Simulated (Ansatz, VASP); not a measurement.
**Cross-check of SnTe between VASP and Ansatz**

Wanted: the spread between two codes on one cell, functional and k mesh. The cell is taken from a series of runs on this material, whose earlier steps may have relaxed, scaled, displaced or heated it; both programs get it as it stands.

Method: plane waves, with VASP 6.6.1 beside it; zone-centre phonons at LDA, in Ansatz 0.2.0.

## (1) The starting structure

It takes space group I4/mmm (No. 139, tetragonal). Conventional cell: a = 4.411 Å, b = 4.411 Å, c = 6.111 Å, α = 90.00°, β = 90.00°, γ = 90.00°. Nearest to Sn lie 6 Te at 3.06 to 3.12 Å. Nearest to Te lie 6 Sn at 3.06 to 3.12 Å. Farther neighbours and most contacts between anions are not listed.

## (2) Ansatz: zone-centre phonons, LDA

Ansatz runs on its PAW soft_1 files.

Second derivatives magnify differences that forces hide, and they need a tight electronic threshold.

The input, input.yaml:

```yaml
crystal:
  lattice:
    - [0.0, 3.1188452236, 3.0554883235]
    - [3.1188452236, 0.0, 3.0554883235]
    - [3.1188452236, 3.1188452236, 0.0]
  atoms:
    - { symbol: Sn, position: [0.0, 0.0, 0.0] }
    - { symbol: Te, position: [0.5, 0.5, 0.5] }
kpoints:
  mp_grid: { grid: [12, 12, 12] }
hamiltonian:
  xc: lda
  pseudopotentials: { kind: paw, azcp: { folder: soft_1 }, xc_functional: pbe }
scf:
  occupations: { method: fixed }
output:
  eigenvalues: true
phonons:
  method: dfpt
```

Started as:

```bash
$ ansatz run input.yaml --threads 4 --pin off --max-ram 10240MiB --backend cpu --events-out ev --progress --plain --runs-dir out
```

Numbers of over 12 decimals in the logs are rounded to 6 here.

The program printed:

```text
zone centre: on kpoints.mp_grid the ground state, and the responses unless they are solved on pairs of k-points, stand on 280 of the mesh's 1728 k-points, reduced under 8 symmetry operations, with k and −k counted as one. Each operation leaves every solved displacement unchanged or reverses it
Engine: ansatz 0.2.0, aarch64-unknown-linux-gnu
Pseudopotentials: kind: paw
Pseudopotential: Sn, paw, valence charge 14, recommended cutoff 420 eV (normal), soft_1/Sn.paw.azcp
Pseudopotential: Te, paw, valence charge 16, recommended cutoff 420 eV (normal), soft_1/Te.paw.azcp
Functional definition: SPW92
  exchange = slater_x
  correlation = pw_c
Crystal: 2 atoms, lattice volume = 59.443 Å³
Basis set: ecut = 420 eV, 1195 PW (Γ), exchange–correlation on 60×60×60 points (8 copies of the dense FFT grid, shifted against one another)
Bands: 19, of which v1, the nominal top of the filled ones, is band 15 counted from 1 (14 counted from 0)
Symmetry: 16 space group operations
k-points: 280 of 1728 (irreducible under 8 space group operations)
Non-local potential: Sn, projectors of the file, l = 0: 2, l = 1: 2, l = 2: 2, l = 3: 1
Non-local potential: Te, projectors of the file, l = 0: 2, l = 1: 2, l = 2: 2, l = 3: 1
PAW form: soft (Blöchl's): semilocal exchange-correlation on the pseudo side does not see the compensation charge
PAW frozen core: Sn, regenerated for the run's functional, and the local potential with it (the file was generated under x = pbe(κ = 0.804, μ = 0.219515), c = pbe(β = 0.066725))
PAW frozen core: Te, regenerated for the run's functional, and the local potential with it (the file was generated under x = pbe(κ = 0.804, μ = 0.219515), c = pbe(β = 0.066725))
PAW one-centre angular grid: Sn, 590 points (default); XC on 64 Gauss nodes
PAW one-centre angular grid: Te, 590 points (default); XC on 64 Gauss nodes
Initial density: superposition of atomic densities (chi_scale 0.1, normalization cell, long waves kept (reshape's long-wave potential 0.00 eV rms))
Initial wavefunctions: pseudopotential atomic-orbital guess
Functional: x = slater, c = lda
SCF iter   1: F=—  HF=-12707.411899 eV  |F-HF|=—  |Δ(HF+E_count)|=         —  Δρ=1.09e-2  dr2=7.20e-2  ethr=3.10e-3  ⟨swp⟩=4.8  Hψ=23657  notcnv=0  defer=519
preconditioner: auto → none  [insulator: Δε(μ)=0.279 eV  Ē_g=8.941 eV  n_scr=14 (ndim 8)  ℏωp=15.2 eV  f_vac=0.000  ε∞_Penn≈3.9]
SCF iter   2: F=—  HF=-12707.399099 eV  |F-HF|=—  |Δ(HF+E_count)|=   1.28e-2  Δρ=4.88e-3  dr2=1.25e-2  ethr=2.40e-4  ⟨swp⟩=2.1  Hψ=8697  notcnv=0  defer=552
SCF iter   3: F=—  HF=-12707.399065 eV  |F-HF|=—  |Δ(HF+E_count)|=   3.48e-5  Δρ=1.34e-3  dr2=2.16e-3  ethr=4.17e-5  ⟨swp⟩=2.5  Hψ=10271  notcnv=0  defer=554
SCF iter   4: F=—  HF=-12707.398451 eV  |F-HF|=—  |Δ(HF+E_count)|=   6.14e-4  Δρ=3.01e-4  dr2=3.54e-5  ethr=7.19e-6  ⟨swp⟩=3.3  Hψ=8690  notcnv=0  defer=555
SCF iter   5: F=—  HF=-12707.398454 eV  |F-HF|=—  |Δ(HF+E_count)|=   2.86e-6  Δρ=5.33e-5  dr2=7.24e-7  ethr=1.18e-7  ⟨swp⟩=2.2  Hψ=6656  notcnv=0  defer=532
SCF iter   6: F=—  HF=-12707.398453 eV  |F-HF|=—  |Δ(HF+E_count)|=   4.16e-7  Δρ=8.43e-6  dr2=3.24e-8  ethr=2.41e-9  ⟨swp⟩=2.4  Hψ=8796  notcnv=0  defer=301
SCF iter   7: F=—  HF=-12707.398453 eV  |F-HF|=—  |Δ(HF+E_count)|=   1.16e-8  Δρ=1.05e-6  dr2=4.84e-10  ethr=1.08e-10  ⟨swp⟩=2.0  Hψ=8125  notcnv=0  defer=300
SCF iter   8: F=-12707.398453 eV  HF=-12707.398453 eV  |F-HF|=5.46e-12  |Δ(HF+E_count)|=  1.42e-10  Δρ=2.28e-7  dr2=1.30e-11  ethr=1.00e-12  ⟨swp⟩=10.2  Hψ=37551  notcnv=0
SCF 1 converged in 8 iterations: F = -12707.398453 eV  dr2 = 1.30e-11
  greatest PAW one-centre occupation: 0.999 electrons in one spin orbital (limit 2), on the Te atom at site 1 (counted from 0), in its partial waves of l = 2
DFPT response loops at Γ: preconditioner auto → Resta (q_TF=auto, 2.434 Å⁻¹)  ε∞=14.5 (no band partly filled); β = 1.00, the filter's whole step (`scf.mixing.beta` (0.50) is not read by the response loops at its default; to damp them type it under 1.00, their step now; it binds the ground state too); Broyden in place of MSR1
SCF converged after 8 iterations
Free energy (F): -12707.398453 eV
Harris-Foulkes:  -12707.398453 eV  (|F-HF|=5.46e-12)
Internal energy: -12707.398453 eV  (E = F + TS)
E sigma→0 (E₀):  -12707.398453 eV
Fermi energy:    10.056689 eV
--- Per-component energies (eV) ---
  E_band       = -340.491866
  E_kinetic    = 342.497217
  E_local      = -2614.724133  (includes V_loc(G=0)·N_el)
  E_nonlocal   = 221.530756
  E_hartree    = 1308.688392
  E_xc         = -247.956775
  E_vxc        = -184.783897  (∫ρ·V_xc dr)
  E_paw        = -8743.159050  (= ΣΔE_a)
  E_vpaw       = -722.388912  (= ΣTr[D̂ρ^β])
  E_aug_tail   = 0.000347  (compensation charges beyond the density's cutoff)
  E_ewald      = -2975.378739
  E_core_change = 1.103533  (= ΣΔE_core)
  E_smearing   = -0.000000  (= −TS)
  E_closure    = -0.000000  (closes the sum)
  Σ components = -12707.398453   (vs F -12707.398453, Δ=0.00e0)
--- Band table (eV; the first three rows and the last of 280) ---
  k-point 0: bands = [... 11 lower, 5.5239, 7.7467, 7.9829, 7.9829, 13.3853, 13.3853, 13.9212, 14.8621]
  k-point 1: bands = [... 11 lower, 5.1129, 7.8232, 7.9873, 8.2285, 13.0400, 13.0468, 13.5418, 14.8227]
  k-point 2: bands = [... 11 lower, 4.2548, 7.8934, 8.0060, 8.7552, 12.3297, 12.3468, 12.7824, 14.8581]
  k-point 279: bands = [... 11 lower, 3.4435, 4.2094, 6.1544, 6.1544, 12.1258, 15.2098, 15.2098, 17.0718]
--- Phonons (Γ-DFPT): 4 representative perturbations + reference, on 280 of 1728 k-points (Σ response iterations 12) ---
  k mesh reduced under 8 symmetry operations, with k and −k counted as one. Each operation leaves every solved displacement unchanged or reverses it
  ASR residual: 3.750e-4 → 0.000e0 eV/Å²; symmetrization residual: 5.060e-6 eV/Å²
  ASR residual per site (eV/Å²): 3.75e-4 1.12e-4
  Γ frequencies (cm⁻¹): 0.00 0.00 0.00 33.91 33.91 57.20
  non-analytic LO–TO correction: not included (Born effective charges unavailable; polar crystals: no LO–TO splitting at Γ)
```

## (3) VASP: zone-centre phonons, LDA

The same cell, functional (in two slightly different forms) and mesh now go to VASP, with its own data sets.

Lines of VASP's logs that name or quote its potential files are left out, and so is its time.

The input, INCAR:

```
SYSTEM = SnTe
PREC = Accurate
ENCUT = 500
EDIFF = 1E-08
NELM = 120
ISMEAR = 0
SIGMA = 0.01
LREAL = .FALSE.
ALGO = Normal
GGA = CA
NBANDS = 16
LORBIT = 11
LWAVE = .FALSE.
LCHARG = .FALSE.
ISIF = 2
IBRION = 8
LASPH = .TRUE.
GGA_COMPAT = .FALSE.
EFERMI = MIDGAP
KPAR = 2
```

The input, POSCAR:

```
SnTe
1.0
    0.0000000000      3.1188452236      3.0554883235
    3.1188452236      0.0000000000      3.0554883235
    3.1188452236      3.1188452236      0.0000000000
Sn Te
1 1
Direct
    0.0000000000      0.0000000000      0.0000000000
    0.5000000000      0.5000000000      0.5000000000
```

The input, KPOINTS:

```
Automatic mesh
0
Gamma
12 12 12
0 0 0
```

Potentials, in the order of the species: Sn_d and Te (LDA family, release 64).

Started as:

```bash
$ mpirun -np 2 vasp_std
```

The program printed:

```text
[banner, memory and clock lines left out]
running    2 mpi-ranks, on    1 nodes
 distrk:  each k-point on    1 cores,    2 groups
 distr:  one band on    1 cores,    1 groups

 POSCAR found type information on POSCAR SnTe
 POSCAR found :  2 types and       2 ions
 LDA part: xc-table for (Slater(with rela. corr.)+CA(PZ))
 , standard interpolation
 POSCAR, INCAR and KPOINTS ok, starting setup
 FFT: planning ... GRIDC
 FFT: planning ... GRID_SOFT
 FFT: planning ... GRID
 WAVECAR not read
 entering main loop
       N       E                     dE             d eps       ncg     rms          rms(c)
DAV:   1     0.121894937032E+03    0.12189E+03   -0.94408E+03  5304   0.141E+03
DAV:   2     0.155270532696E+01   -0.12034E+03   -0.11776E+03  5664   0.355E+02
DAV:   3    -0.858635523124E+01   -0.10139E+02   -0.10068E+02  6528   0.887E+01
DAV:   4    -0.886160222285E+01   -0.27525E+00   -0.27520E+00  6344   0.160E+01
DAV:   5    -0.887380425554E+01   -0.12202E-01   -0.12202E-01  7872   0.311E+00    0.523E+00
DAV:   6    -0.882569566983E+01    0.48109E-01   -0.95663E-02  7592   0.231E+00    0.328E+00
DAV:   7    -0.882079538535E+01    0.49003E-02   -0.38716E-02  6920   0.111E+00    0.627E-01
DAV:   8    -0.881981546212E+01    0.97992E-03   -0.66236E-03  6664   0.674E-01    0.149E-01
DAV:   9    -0.881985272670E+01   -0.37265E-04   -0.51595E-04  7264   0.214E-01    0.554E-02
DAV:  10    -0.881983509210E+01    0.17635E-04   -0.61403E-05  6864   0.735E-02    0.246E-02
DAV:  11    -0.881983545567E+01   -0.36357E-06   -0.18307E-05  6992   0.373E-02    0.119E-02
DAV:  12    -0.881983506835E+01    0.38732E-06   -0.19298E-06  6584   0.132E-02    0.714E-03
DAV:  13    -0.881983505008E+01    0.18269E-07   -0.32443E-07  6960   0.412E-03    0.309E-03
DAV:  14    -0.881983504638E+01    0.36998E-08   -0.22912E-08  5912   0.132E-03
   1 F= -.88198350E+01 E0= -.88198350E+01  d E =-.336249E-93
 Linear response reoptimize wavefunctions to high precision
DAV:   1    -0.881983504659E+01   -0.20827E-09   -0.79745E-10  4936   0.234E-04
DAV:   2    -0.881983504658E+01    0.31832E-11   -0.65274E-11  3560   0.827E-05
 Linear response DOF=           4
 Linear response progress:
  Degree of freedom:   1/  4
       N       E                     dE             d eps       ncg     rms          rms(c)
RMM:   1    -0.217331850834E+00   -0.21733E+00    0.35977E-01 10834   0.108E+01
RMM:   2    -0.222829890480E+00   -0.54980E-02   -0.11901E-02 15788   0.881E-01    0.820E-02
RMM:   3    -0.222707694815E+00    0.12220E-03   -0.92000E-04 17366   0.243E-01    0.429E-02
RMM:   4    -0.222469261388E+00    0.23843E-03   -0.81736E-05 17444   0.725E-02    0.830E-03
RMM:   5    -0.222467238956E+00    0.20224E-05   -0.75781E-06 17973   0.223E-02    0.378E-03
RMM:   6    -0.222472989934E+00   -0.57510E-05   -0.12506E-06 17754   0.761E-03    0.132E-03
RMM:   7    -0.222472975723E+00    0.14211E-07   -0.33190E-07 18209   0.298E-03    0.739E-04
RMM:   8    -0.222470551542E+00    0.24242E-05    0.86961E-08 17603   0.129E-03    0.203E-04
RMM:   9    -0.222470339620E+00    0.21192E-06    0.22996E-07 18675   0.588E-04    0.162E-04
RMM:  10    -0.222470199002E+00    0.14062E-06    0.41987E-07 18737   0.284E-04    0.168E-04
RMM:  11    -0.222470256875E+00   -0.57873E-07    0.40275E-07 19046   0.152E-04    0.371E-04
RMM:  12    -0.222469921861E+00    0.33501E-06    0.19392E-07 16938   0.903E-05    0.106E-04
RMM:  13    -0.222469728035E+00    0.19383E-06    0.96307E-08 18111   0.576E-05    0.263E-05
RMM:  14    -0.222469691540E+00    0.36494E-07    0.35076E-08 19300   0.323E-05    0.427E-05
RMM:  15    -0.222469688270E+00    0.32702E-08    0.19826E-08 17741   0.214E-05    0.200E-05
 first order change of Fermi-energy   0.10912E-03
 force on displaced ion       1 direction 1 :  -0.344   0.000   0.000
 Linear response progress:
  Degree of freedom:   2/  4
       N       E                     dE             d eps       ncg     rms          rms(c)
RMM:   1    -0.217688629554E+00   -0.21769E+00    0.34219E-01  6323   0.106E+01
RMM:   2    -0.223083287300E+00   -0.53947E-02   -0.11934E-02  9127   0.879E-01    0.956E-02
RMM:   3    -0.222916816832E+00    0.16647E-03   -0.91201E-04 10044   0.243E-01    0.506E-02
RMM:   4    -0.222645140017E+00    0.27168E-03   -0.91191E-05  9975   0.753E-02    0.800E-03
RMM:   5    -0.222649111967E+00   -0.39720E-05   -0.78479E-06 10273   0.228E-02    0.376E-03
RMM:   6    -0.222657709391E+00   -0.85974E-05   -0.15467E-06 10152   0.808E-03    0.123E-03
RMM:   7    -0.222656511968E+00    0.11974E-05   -0.41903E-07 10536   0.321E-03    0.856E-04
RMM:   8    -0.222655067923E+00    0.14440E-05    0.11080E-07 10469   0.138E-03    0.532E-04
RMM:   9    -0.222653968613E+00    0.10993E-05    0.32741E-07 10505   0.667E-04    0.660E-05
RMM:  10    -0.222653610879E+00    0.35773E-06    0.51181E-07 10781   0.341E-04    0.670E-05
RMM:  11    -0.222653802382E+00   -0.19150E-06    0.49284E-07 10913   0.171E-04    0.283E-04
RMM:  12    -0.222653577476E+00    0.22491E-06    0.24035E-07 10107   0.937E-05    0.108E-04
RMM:  13    -0.222653477392E+00    0.10008E-06    0.12149E-07 10669   0.550E-05    0.528E-05
RMM:  14    -0.222653435934E+00    0.41459E-07    0.55274E-08 10962   0.319E-05    0.295E-05
RMM:  15    -0.222653400154E+00    0.35780E-07    0.27887E-08 10215   0.215E-05    0.811E-06
RMM:  16    -0.222653388293E+00    0.11860E-07    0.97158E-09  8954   0.161E-05    0.138E-06
RMM:  17    -0.222653387340E+00    0.95331E-09    0.59094E-09  6375   0.133E-05    0.937E-07
 first order change of Fermi-energy   0.44295E-04
 force on displaced ion       1 direction 3 :   0.000   0.000  -0.806
 Linear response progress:
  Degree of freedom:   3/  4
       N       E                     dE             d eps       ncg     rms          rms(c)
RMM:   1    -0.478765160278E-01   -0.47877E-01    0.61953E-02 19217   0.890E-01
RMM:   2    -0.481955648441E-01   -0.31905E-03   -0.20344E-03 16837   0.224E-01    0.666E-02
RMM:   3    -0.483422853143E-01   -0.14672E-03   -0.16714E-04 17063   0.651E-02    0.479E-02
RMM:   4    -0.485603297095E-01   -0.21804E-03   -0.24670E-05 16868   0.315E-02    0.589E-03
RMM:   5    -0.485690924402E-01   -0.87627E-05   -0.10616E-06 17379   0.771E-03    0.297E-03
RMM:   6    -0.485701550578E-01   -0.10626E-05   -0.96272E-08 16997   0.222E-03    0.758E-04
RMM:   7    -0.485683530240E-01    0.18020E-05   -0.46798E-09 17398   0.484E-04    0.119E-04
RMM:   8    -0.485685216518E-01   -0.16863E-06   -0.45320E-08 16878   0.151E-04    0.414E-05
RMM:   9    -0.485685403441E-01   -0.18692E-07    0.16978E-07 18158   0.535E-05    0.162E-05
RMM:  10    -0.485685577454E-01   -0.17401E-07    0.37765E-07 18237   0.173E-05    0.279E-06
RMM:  11    -0.485685379802E-01    0.19765E-07    0.16835E-08 16989   0.732E-06    0.764E-07
RMM:  12    -0.485685395330E-01   -0.15529E-08   -0.94429E-09 13223   0.484E-06    0.336E-07
 first order change of Fermi-energy  -0.18340E-03
 force on displaced ion       2 direction 1 :  -0.328   0.000   0.000
 Linear response progress:
  Degree of freedom:   4/  4
       N       E                     dE             d eps       ncg     rms          rms(c)
RMM:   1    -0.478118216925E-01   -0.47812E-01    0.65344E-02 11145   0.921E-01
RMM:   2    -0.482457870874E-01   -0.43397E-03   -0.21261E-03  9780   0.231E-01    0.772E-02
RMM:   3    -0.483980738270E-01   -0.15229E-03   -0.17250E-04  9881   0.673E-02    0.548E-02
RMM:   4    -0.486355995957E-01   -0.23753E-03   -0.28439E-05  9806   0.341E-02    0.604E-03
RMM:   5    -0.486398943050E-01   -0.42947E-05   -0.11556E-06 10079   0.822E-03    0.320E-03
RMM:   6    -0.486410987669E-01   -0.12045E-05   -0.95598E-08  9863   0.232E-03    0.785E-04
RMM:   7    -0.486397050757E-01    0.13937E-05    0.11889E-08 10129   0.492E-04    0.127E-04
RMM:   8    -0.486398339242E-01   -0.12885E-06    0.75592E-08  9748   0.154E-04    0.394E-05
RMM:   9    -0.486398328482E-01    0.10760E-08    0.17523E-07 10564   0.567E-05    0.184E-05
RMM:  10    -0.486398619959E-01   -0.29148E-07    0.33976E-07 10485   0.192E-05    0.300E-06
RMM:  11    -0.486398457345E-01    0.16261E-07    0.27076E-08  9904   0.886E-06    0.954E-07
RMM:  12    -0.486398453392E-01    0.39534E-09   -0.22347E-08  7964   0.631E-06    0.342E-07
 first order change of Fermi-energy   0.39868E-04
 force on displaced ion       2 direction 3 :   0.000   0.000  -0.815
 Linear response finished
```

(Continued in part 2 of 2.)

[Lines on the potential files, build, host, timing and source positions are cut from VASP's logs without a mark.]

[Logs are printed without paths, hosts, clocks, repeated set-up lines and the standing remarks that a program may print on its own settings, such as how far it seeks lower states.]

[Hosts, paths, dates, database ids (printed as entryN), source tags and the programs' standing remarks are cut or masked in the printed files.]
